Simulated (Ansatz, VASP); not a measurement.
**Sr2TiC2: VASP beside Ansatz**

The input INCAR:

```
PREC = Accurate
ENCUT = 600
EDIFF = 1E-6
ISMEAR = 0
SIGMA = 0.1
LREAL = False
LASPH = True
NELM = 100
ALGO = Normal
ISIF = 3
LWAVE = False
LCHARG = False
GGA = PE
IBRION = 2
NSW = 100
EDIFFG = -0.01
```

KPOINTS

```
regular mesh
0
Gamma
  12 12 4
```

POSCAR

```
Sr2TiC2
1.0
    3.4928330959      0.0000000000      0.0000000000
   -1.7464165480      3.0248821922      0.0000000000
    0.0000000000      0.0000000000      9.5469817775
Sr Ti C
2 1 2
Direct
    0.3333333333      0.6666666667      0.2142487367
    0.6666666667      0.3333333333      0.7857512633
    0.0000000000      0.0000000000      0.5000000000
    0.3333333333      0.6666666667      0.6112770835
    0.6666666667      0.3333333333      0.3887229165
```

Input for Ansatz:

```yaml
crystal:
  lattice:
    - [3.4928330959, 0.0, 0.0]
    - [-1.746416548, 3.0248821922, 0.0]
    - [0.0, 0.0, 9.5469817775]
  atoms:
    - { symbol: Sr, position: [0.3333333333, 0.6666666667, 0.2142487367] }
    - { symbol: Sr, position: [0.6666666667, 0.3333333333, 0.7857512633] }
    - { symbol: Ti, position: [0.0, 0.0, 0.5] }
    - { symbol: C, position: [0.3333333333, 0.6666666667, 0.6112770835] }
    - { symbol: C, position: [0.6666666667, 0.3333333333, 0.3887229165] }
basis:
  ecutwfc: 420
kpoints:
  mp_grid: { grid: [12, 12, 4] }
hamiltonian:
  xc: pbe
scf:
  occupations: { method: gaussian, width: 0.1 }
output:
  forces: true
  stress: true
  eigenvalues: true
relax:
  adjacent_minimum: "off"
  f_tol: 0.01
  max_steps: 80
  cell: { stress_tol: 0.05 }
```

Alike in both runs: task relaxation of cell and atoms; functional PBE; k mesh 12 × 12 × 4; occupations gaussian, width 0.1 eV; no spin polarisation.

|  | VASP | Ansatz |
| --- | --- | --- |
| version | VASP 6.6.1 | Ansatz 0.2.0 |
| potentials or method | VASP PAW PBE potentials, release 64 (Sr_sv, Ti_sv, C) | scalar-relativistic, plane waves, PAW |
| plane-wave cutoff (eV) | 600 | 420 |
| valence electrons in the cell | 40 | 40 |

Ansatz gave:

```
gap on the k mesh at the Fermi level, each at its own relaxed structure (eV) : none
relaxed volume (Å³/atom)                                                     : 20.17
relaxed cell length with the largest relative difference (Å)                 : 3.494
```

Which values does VASP return?

gap on the k mesh at the Fermi level, each at its own relaxed structure (eV): none; relaxed volume (Å³/atom): 20.23; relaxed cell length with the largest relative difference (Å): 3.499.

A gap of «none» marks a metal or a gap that the smearing closes.
